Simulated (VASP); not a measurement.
# Lattice of InSb, functional by functional, part 2 of 2

Aim: relax InSb at several levels of theory and compare the cells. The starting structure is a measured crystal structure from the Crystallography Open Database.

VASP 6.6.1.

Results so far: PBEsol 34.66 Å³ an atom; LDA 33.62 Å³ an atom; PBE 36.50 Å³ an atom.

### 5. Relaxation with PBEsol + D3(BJ)

Level of this step: PBEsol with D3(BJ); plane waves and PAW (Sb, In_d) (VASP).

D3 with Becke-Johnson damping keeps a finite attraction at short range.

INCAR reads:

```
SYSTEM = InSb
PREC = Accurate
ENCUT = 450
EDIFF = 1E-06
NELM = 100
ISMEAR = 1
SIGMA = 0.15
LREAL = .FALSE.
ALGO = Normal
GGA = PS
IVDW = 12
NBANDS = 15
LORBIT = 11
LWAVE = .FALSE.
LCHARG = .FALSE.
KPAR = 2
IBRION = 2
NSW = 50
ISIF = 3
EDIFFG = -0.01
```

POSCAR reads:

```
InSb
1.0
    0.0000000000      3.2391000000      3.2391000000
    3.2391000000      0.0000000000      3.2391000000
    3.2391000000      3.2391000000      0.0000000000
Sb In
1 1
Direct
    0.7500000000      0.7500000000      0.7500000000
    0.0000000000      0.0000000000      0.0000000000
```

KPOINTS reads:

```
Automatic mesh
0
Gamma
12 12 12
0 0 0
```

The projector-augmented-wave data sets are Sb and In_d (PBE family, release 64).

The run is started by

```
$ mpirun -np 2 vasp_std
```

Log:

```text
[banner, memory and clock lines left out]
running    2 mpi-ranks, on    1 nodes
[...]
[... a notice as in an earlier step ...]

 LDA part: xc-table for (Slater+PW92), standard interpolation
 POSCAR, INCAR and KPOINTS ok, starting setup
[...]
entering main loop
       N       E                     dE             d eps       ncg     rms          rms(c)
[... 12 cycles as in an earlier step ...]
   1 F= -.83754561E+01 E0= -.83755094E+01  d E =-.837546E+01
[...]
N       E                     dE             d eps       ncg     rms          rms(c)
DAV:   1    -0.775849557373E+01   -0.62347E-01   -0.17430E+00  2769   0.235E+01    0.173E+00
DAV:   2    -0.769412394803E+01    0.64372E-01   -0.13576E-01  2678   0.799E+00    0.604E-01
DAV:   3    -0.768401811771E+01    0.10106E-01   -0.27652E-02  2790   0.313E+00    0.329E-01
DAV:   4    -0.768381484168E+01    0.20328E-03   -0.10759E-03  2307   0.280E-01    0.221E-01
DAV:   5    -0.768365624380E+01    0.15860E-03   -0.15621E-04  2699   0.107E-01    0.943E-02
[...]
DAV:   7    -0.768364820089E+01    0.19658E-05   -0.42362E-06  2692   0.332E-02    0.370E-03
DAV:   8    -0.768364797468E+01    0.22621E-06   -0.53803E-07  1276   0.135E-02
   2 F= -.83773030E+01 E0= -.83773551E+01  d E =-.184690E-02
 trial-energy change:   -0.001847  1 .order   -0.001774   -0.006167    0.002619
 step:   0.7121(harm=  0.7019)  dis= 0.00000  next Energy=    -8.377678 (dE=-0.222E-02)
[...]
N       E                     dE             d eps       ncg     rms          rms(c)
DAV:   1    -0.769433423229E+01   -0.10686E-01   -0.14795E-01  2783   0.708E+00    0.483E-01
DAV:   2    -0.768911076782E+01    0.52235E-02   -0.10737E-02  2671   0.218E+00    0.177E-01
DAV:   3    -0.768823096892E+01    0.87980E-03   -0.25073E-03  2790   0.944E-01    0.896E-02
DAV:   4    -0.768821246071E+01    0.18508E-04   -0.93952E-05  2293   0.871E-02    0.609E-02
DAV:   5    -0.768819243966E+01    0.20021E-04   -0.12554E-05  2710   0.286E-02    0.279E-02
DAV:   6    -0.768818796170E+01    0.44780E-05   -0.43124E-06  3068   0.187E-02    0.500E-03
DAV:   7    -0.768818835301E+01   -0.39131E-06   -0.33242E-07  1150   0.105E-02
   3 F= -.83776737E+01 E0= -.83777266E+01  d E =-.221751E-02
[...]
reached required accuracy - stopping structural energy minimisation
```

Wall time 2.6 min (2 MPI ranks of AMD EPYC 7R43, shared host); peak memory 0.39 GiB; 5 min of CPU time.

Parts of OUTCAR (step 5):

```text
 Edisp (eV)   -0.69366

 Edisp (eV)   -0.68949

  Total       0.00602     0.00602     0.00602     0.00000     0.00000    -0.00000
  in kB       0.14404     0.14404     0.14404     0.00000     0.00000    -0.00000
  external pressure =        0.14 kB  Pullay stress =        0.00 kB

 POSITION                                       TOTAL-FORCE (eV/Angst)
 -----------------------------------------------------------------------------------
      4.83429      4.83429      4.83429        -0.000000      0.000000     -0.000000
      0.00000      0.00000      0.00000         0.000000     -0.000000      0.000000
 -----------------------------------------------------------------------------------
    total drift:                                0.000000      0.000000      0.000000

  FREE ENERGIE OF THE ION-ELECTRON SYSTEM (eV)
  ---------------------------------------------------
  free  energy   TOTEN  =        -8.3776736539 eV

  energy  without entropy=       -8.3778324368  energy(sigma->0) =       -8.37772658

[... 2 parts as in an earlier step ...]

[... 2 further parts left out ...]
[key lines of the parts left out:]
E-fermi :   5.1451
```

With PBEsol + D3(BJ) the relaxed cell holds 33.475 Å³ an atom, -1.50 % against the measured cell, with a = 6.446 Å. That is -3.43 % from PBEsol.

### 6. Relaxation with r2SCAN

r2SCAN adds the kinetic-energy density, costs more than a GGA and is run with LASPH. This run starts from the cell of an earlier relaxation, which isn't shown; the restart sets up the plane waves anew.

INCAR: that of step 5 with these lines changed.

```diff
@@ -9,4 +9,4 @@
 ALGO = Normal
-GGA = PS
-IVDW = 12
+METAGGA = R2SCAN
+LASPH = .TRUE.
 NBANDS = 15
```

POSCAR reads:

```
InSb
1.0
    0.0000000000      3.2790490586      3.2790490586
    3.2790490586      0.0000000000      3.2790490586
    3.2790490586      3.2790490586      0.0000000000
Sb In
1 1
Direct
    0.7500000000      0.7500000000      0.7500000000
    0.0000000000      0.0000000000      0.0000000000
```

KPOINTS is that of step 5.

The run is started by

```
$ mpirun -np 2 vasp_std
```

Log:

```text
[banner, memory and clock lines left out]
running    2 mpi-ranks, on    1 nodes
[...]
[... a notice as in an earlier step ...]

 LDA part: xc-table for (None), standard interpolation
 POSCAR, INCAR and KPOINTS ok, starting setup
[...]
entering main loop
       N       E                     dE             d eps       ncg     rms          rms(c)
DAV:   1     0.658738797003E+02    0.65874E+02   -0.75139E+03  2160   0.109E+03
DAV:   2    -0.446055600687E+02   -0.11048E+03   -0.10753E+03  2377   0.278E+02
DAV:   3    -0.516570147201E+02   -0.70515E+01   -0.70282E+01  2762   0.770E+01
DAV:   4    -0.518590600914E+02   -0.20205E+00   -0.20200E+00  2824   0.150E+01
[...]
DAV:  12    -0.487679457815E+02   -0.18102E-05   -0.48967E-06  2692   0.147E-02    0.121E-02
DAV:  13    -0.487679433816E+02    0.23999E-05   -0.32497E-06  2818   0.307E-02    0.476E-03
DAV:  14    -0.487679433112E+02    0.70387E-07   -0.70170E-08  1430   0.241E-03
   1 F= -.48767943E+02 E0= -.48768002E+02  d E =-.487679E+02
[...]
reached required accuracy - stopping structural energy minimisation
```

The job ended after 5.2 min (2 MPI ranks; peak memory 0.37 GiB).

From OUTCAR (step 6):

```text
  Total        0.0001111      0.0001111      0.0001111      0.0000000     -0.0000000      0.0000000
  in kB        0.0025248      0.0025248      0.0025248      0.0000000     -0.0000000      0.0000000
  external PRESSURE =       0.0025248 kB  Pullay stress =       0.0000000 kB

 POSITION                                       TOTAL-FORCE (eV/Angst)
 -----------------------------------------------------------------------------------
      4.91857      4.91857      4.91857        -0.000000     -0.000000     -0.000000
      0.00000      0.00000      0.00000         0.000000      0.000000      0.000000
 -----------------------------------------------------------------------------------
    total drift:                               -0.000003     -0.000003     -0.000002

  FREE ENERGIE OF THE ION-ELECTRON SYSTEM (eV)
  ---------------------------------------------------
  free  energy   TOTEN  =       -48.7679433112 eV

  energy  without entropy=      -48.7681190913  energy(sigma->0) =      -48.76800190

[... 2 parts as in an earlier step ...]

[... 2 further parts left out ...]
[key lines of the parts left out:]
E-fermi :   4.5703
```

With r2SCAN the relaxed cell holds 35.257 Å³ an atom, +3.75 % against the measured cell, with a = 6.558 Å. That is +1.71 % from PBEsol.

### 7. Relaxation with r2SCAN + rVV10

rVV10 adds a nonlocal correlation energy for dispersion.

INCAR: that of step 6 with these lines changed.

```diff
@@ -10,2 +10,6 @@
 METAGGA = R2SCAN
+LUSE_VDW = .TRUE.
+IVDW_NL = 2
+BPARAM = 11.95
+CPARAM = 0.0093
 LASPH = .TRUE.
```

POSCAR reads:

```
InSb
1.0
    0.0000000000      3.2391000000      3.2391000000
    3.2391000000      0.0000000000      3.2391000000
    3.2391000000      3.2391000000      0.0000000000
Sb In
1 1
Direct
    0.7500000000      0.7500000000      0.7500000000
    0.0000000000      0.0000000000      0.0000000000
```

KPOINTS is that of step 6.

The run is started by

```
$ mpirun -np 2 vasp_std
```

Log:

```text
[banner, memory and clock lines left out]
running    2 mpi-ranks, on    1 nodes
[...]
|                                                                             |
|               ----> ADVICE to this user running VASP <----                  |
|                                                                             |
|     You have switched on vdW-DFT.                                           |
|     This routine was written and supplied by Jiri Klimes. We recommend      |
|     that you carefully read and cite the following publications:            |
|       J. Klimes, D.R. Bowler, A. Michelides                                 |
|          J. Phys.: Cond Matt. 22 022201 (2010)                              |
|       J. Klimes, D.R. Bowler, A. Michelides                                 |
|          Phys. Rev. B. 83, 195131 (2011)                                    |
|     and references therein.                                                 |
|                                                                             |

[...]
DAV:   7    -0.481708670314E+02    0.16141E-04   -0.15207E-05  2708   0.251E-02    0.115E-01
Total rVV10 correction in eV:      0.5942722    23.4983138
Total rVV10 correction in eV:      0.5942722    23.4983138
DAV:   8    -0.481708700855E+02   -0.30540E-05   -0.23075E-05  2869   0.383E-02    0.659E-02
Total rVV10 correction in eV:      0.5942586    23.4983138
Total rVV10 correction in eV:      0.5942586    23.4983138
DAV:   9    -0.481708720819E+02   -0.19965E-05   -0.82691E-06  2728   0.257E-02    0.391E-02
Total rVV10 correction in eV:      0.5942648    23.4983138
Total rVV10 correction in eV:      0.5942648    23.4983138
DAV:  10    -0.481708737912E+02   -0.17093E-05   -0.83861E-07  1654   0.580E-03    0.373E-02
Total rVV10 correction in eV:      0.5942831    23.4983138
Total rVV10 correction in eV:      0.5942831    23.4983138
DAV:  11    -0.481708735838E+02    0.20742E-06   -0.30692E-06  2601   0.169E-02
Total rVV10 correction in eV:      0.5943184    23.4983138
Total rVV10 correction in eV:      0.5943184    23.4983138
Total rVV10 correction in eV:      0.5942844    23.4983138
Total rVV10 correction in eV:      0.5942844    23.4983138
   3 F= -.48170874E+02 E0= -.48170942E+02  d E =-.550219E-02
[...]
reached required accuracy - stopping structural energy minimisation
```

Elapsed: 16 min, on 2 MPI ranks; peak memory 0.65 GiB; 32 min of CPU time.

From OUTCAR (step 7):

```text
  Total       -0.0084715     -0.0084715     -0.0084715      0.0000000      0.0000000      0.0000000
  in kB       -0.1950061     -0.1950061     -0.1950061      0.0000000      0.0000000      0.0000000
  external PRESSURE =      -0.1950061 kB  Pullay stress =       0.0000000 kB

 POSITION                                       TOTAL-FORCE (eV/Angst)
 -----------------------------------------------------------------------------------
      4.89728      4.89728      4.89728         0.000000      0.000000      0.000000
      0.00000      0.00000      0.00000        -0.000000     -0.000000     -0.000000
 -----------------------------------------------------------------------------------
    total drift:                               -0.000002     -0.000002     -0.000002

  FREE ENERGIE OF THE ION-ELECTRON SYSTEM (eV)
  ---------------------------------------------------
  free  energy   TOTEN  =       -48.1708735838 eV

  energy  without entropy=      -48.1710793373  energy(sigma->0) =      -48.17094217

[... 2 parts as in an earlier step ...]

[... 2 further parts left out ...]
[key lines of the parts left out:]
E-fermi :   4.6981
```

With r2SCAN + rVV10 the relaxed cell holds 34.801 Å³ an atom, +2.40 % against the measured cell, with a = 6.530 Å. That is +0.39 % from PBEsol.

### 8. Relaxation with rev-vdW-DF2

rev-vdW-DF2 revises the exchange of vdW-DF2 for solids. This run starts from the cell of an earlier relaxation, which isn't shown; the restart sets up the plane waves anew.

INCAR: that of step 7 with these lines changed.

```diff
@@ -9,7 +9,8 @@
 ALGO = Normal
-METAGGA = R2SCAN
+GGA = MK
+AGGAC = 0
 LUSE_VDW = .TRUE.
-IVDW_NL = 2
-BPARAM = 11.95
-CPARAM = 0.0093
+PARAM1 = 0.1234
+PARAM2 = 0.711357
+ZAB_VDW = -1.8867
 LASPH = .TRUE.
```

POSCAR reads:

```
InSb
1.0
    0.0000000000      3.2940431248      3.2940431248
    3.2940431248      0.0000000000      3.2940431248
    3.2940431248      3.2940431248      0.0000000000
Sb In
1 1
Direct
    0.7500000000      0.7500000000      0.7500000000
    0.0000000000      0.0000000000      0.0000000000
```

KPOINTS is that of step 7.

The run is started by

```
$ mpirun -np 2 vasp_std
```

Log:

```text
[banner, memory and clock lines left out]
running    2 mpi-ranks, on    1 nodes
[...]
[... a notice as in an earlier step ...]

 [... a notice as in an earlier step ...]

 LDA part: xc-table for (Slater+PW92), standard interpolation
 POSCAR, INCAR and KPOINTS ok, starting setup
[...]
entering main loop
       N       E                     dE             d eps       ncg     rms          rms(c)
DAV:   1     0.112909108924E+03    0.11291E+03   -0.73029E+03  2160   0.106E+03
DAV:   2     0.470300369232E+01   -0.10821E+03   -0.10490E+03  2286   0.275E+02
DAV:   3    -0.229582735475E+01   -0.69988E+01   -0.69739E+01  2797   0.755E+01
DAV:   4    -0.248711756560E+01   -0.19129E+00   -0.19125E+00  2662   0.145E+01
[...]
DAV:  10    -0.237864473034E+01   -0.87901E-05   -0.27831E-05  3108   0.386E-02    0.324E-02
DAV:  11    -0.237865405211E+01   -0.93218E-05   -0.15843E-05  2384   0.426E-02    0.183E-02
DAV:  12    -0.237865463631E+01   -0.58420E-06   -0.54861E-07  2081   0.783E-03
   1 F= -.23786546E+01 E0= -.23787186E+01  d E =-.237865E+01
[...]
reached required accuracy - stopping structural energy minimisation
```

Wall time 2.3 min (2 MPI ranks); peak memory 0.77 GiB.

Parts of OUTCAR (step 8):

```text
  Total        0.0000229      0.0000229      0.0000229     -0.0000000      0.0000000     -0.0000000
  in kB        0.0005123      0.0005123      0.0005123     -0.0000000      0.0000000     -0.0000000
  external PRESSURE =       0.0005123 kB  Pullay stress =       0.0000000 kB

 POSITION                                       TOTAL-FORCE (eV/Angst)
 -----------------------------------------------------------------------------------
      4.94106      4.94106      4.94106        -0.000000     -0.000000     -0.000000
      0.00000      0.00000      0.00000         0.000000      0.000000      0.000000
 -----------------------------------------------------------------------------------
    total drift:                                0.000000      0.000000      0.000000

  FREE ENERGIE OF THE ION-ELECTRON SYSTEM (eV)
  ---------------------------------------------------
  free  energy   TOTEN  =        -2.3786546363 eV

  energy  without entropy=       -2.3788466659  energy(sigma->0) =       -2.37871865

[... 2 parts as in an earlier step ...]

[... 2 further parts left out ...]
[key lines of the parts left out:]
E-fermi :   4.5232
```

With rev-vdW-DF2 the relaxed cell holds 35.743 Å³ an atom, +5.18 % against the measured cell, with a = 6.588 Å. That is +3.11 % from PBEsol.

### 9. Relaxation with PBEsol + D4

D4 lets the coefficients depend on atomic charges too.

INCAR: that of step 8 with these lines changed.

```diff
@@ -9,9 +9,4 @@
 ALGO = Normal
-GGA = MK
-AGGAC = 0
-LUSE_VDW = .TRUE.
-PARAM1 = 0.1234
-PARAM2 = 0.711357
-ZAB_VDW = -1.8867
-LASPH = .TRUE.
+GGA = PS
+IVDW = 13
 NBANDS = 15
```

POSCAR reads:

```
InSb
1.0
    0.0000000000      3.2391000000      3.2391000000
    3.2391000000      0.0000000000      3.2391000000
    3.2391000000      3.2391000000      0.0000000000
Sb In
1 1
Direct
    0.7500000000      0.7500000000      0.7500000000
    0.0000000000      0.0000000000      0.0000000000
```

KPOINTS is that of step 8.

The run is started by

```
$ mpirun -np 2 vasp_std
```

Log:

```text
[... set-up lines as in an earlier step ...]
 entering main loop
       N       E                     dE             d eps       ncg     rms          rms(c)
[... 12 cycles as in an earlier step ...]
   1 F= -.81214260E+01 E0= -.81214792E+01  d E =-.812143E+01
[...]
N       E                     dE             d eps       ncg     rms          rms(c)
DAV:   1    -0.769594544245E+01    0.20303E-03   -0.10619E-02  2769   0.187E+00    0.129E-01
DAV:   2    -0.769556374196E+01    0.38170E-03   -0.78540E-04  2685   0.588E-01    0.469E-02
DAV:   3    -0.769550233124E+01    0.61411E-04   -0.17832E-04  2811   0.249E-01    0.252E-02
DAV:   4    -0.769550197845E+01    0.35278E-06   -0.65837E-06  2321   0.226E-02
   2 F= -.81213916E+01 E0= -.81214447E+01  d E =0.344004E-04
 trial-energy change:    0.000034  1 .order   -0.000008   -0.000037    0.000021
 step:   0.6392(harm=  0.6392)  dis= 0.00000  next Energy=    -8.121438 (dE=-0.119E-04)
 reached required accuracy - stopping structural energy minimisation
```

Run time: 87 s. Hardware: 2 MPI ranks; peak memory 0.38 GiB; 2.8 min of CPU time.

From OUTCAR (step 9):

```text
  Edisp (eV):   -0.42589

  Total       0.01278     0.01278     0.01278     0.00000     0.00000    -0.00000
  in kB       0.30186     0.30186     0.30186     0.00000     0.00000    -0.00000
  external pressure =        0.30 kB  Pullay stress =        0.00 kB

 POSITION                                       TOTAL-FORCE (eV/Angst)
 -----------------------------------------------------------------------------------
      4.85600      4.85600      4.85600        -0.000000     -0.000000     -0.000000
      6.47466      6.47466      6.47466         0.000000      0.000000      0.000000
 -----------------------------------------------------------------------------------
    total drift:                                0.000000      0.000000      0.000000

  FREE ENERGIE OF THE ION-ELECTRON SYSTEM (eV)
  ---------------------------------------------------
  free  energy   TOTEN  =        -8.1213915639 eV

  energy  without entropy=       -8.1215510744  energy(sigma->0) =       -8.12144473

[... 2 parts as in an earlier step ...]

[... 2 further parts left out ...]
[key lines of the parts left out:]
E-fermi :   5.0032
```

With PBEsol + D4 the relaxed cell holds 33.928 Å³ an atom, -0.16 % against the measured cell, with a = 6.475 Å. That is -2.12 % from PBEsol.

### 10. Comparison

```
          level  volume (Å³/atom)  against the measured cell (%)   a (Å)  pressure left (GPa)  core minutes
         PBEsol            34.665                            2.0  6.5212                -0.01          2.27
            LDA            33.621                          -1.07  6.4551                 0.01          2.17
            PBE            36.501                           7.41  6.6343                 0.01          7.64
PBEsol + D3(BJ)            33.475                           -1.5  6.4457                 0.01           5.1
         r2SCAN            35.257                           3.75  6.5581                  0.0          37.0
 r2SCAN + rVV10            34.801                            2.4  6.5297                -0.02          31.8
    rev-vdW-DF2            35.743                           5.18  6.5881                  0.0          14.5
    PBEsol + D4            33.928                          -0.16  6.4747                 0.03           2.9
```

Core minutes are wall time times ranks, summed over the relaxations behind a row (those for a bulk modulus apart), on shared hosts.

### 11. What came out

| Quantity | Value |
| --- | --- |
| volume, PBEsol | 34.66 Å³/atom |
| volume, LDA | 33.62 Å³/atom |
| volume, PBE | 36.50 Å³/atom |
| volume, PBEsol + D3(BJ) | 33.48 Å³/atom |
| volume, r2SCAN | 35.26 Å³/atom |
| volume, r2SCAN + rVV10 | 34.80 Å³/atom |
| volume, rev-vdW-DF2 | 35.74 Å³/atom |
| volume, PBEsol + D4 | 33.93 Å³/atom |

What this shows: Across 8 levels the volume of InSb spans 9.0 %, from 33.48 Å³ an atom (PBEsol + D3(BJ)) to 36.50 Å³ (PBE). Against the measured volume of the starting structure, PBEsol + D4 comes nearest (-0.2 %) and PBE lies farthest (+7.4 %). The measured cell holds zero-point expansion and, unless it was taken cold, thermal expansion, which the runs lack, so small differences decide nothing. Adding D3(BJ) to PBEsol changes the volume by -3.4 %. Adding rVV10 to r2SCAN changes the volume by -1.3 %. Adding D4 to PBEsol changes the volume by -2.1 %. LASPH is on in some of these runs and off in others, which adds a little to the differences. All runs keep the symmetry of the start, so they can't find a distortion of lower symmetry. Further runs on this material are not shown.

[Lines on the potential files, build, host, timing and source positions are cut from VASP's logs without a mark.]

[Logs are printed without paths, hosts, clocks, repeated set-up lines and the standing remarks that a program may print on its own settings, such as how far it seeks lower states.]

[Hosts, paths, dates, database ids (printed as entryN), source tags and the programs' standing remarks are cut or masked in the printed files.]
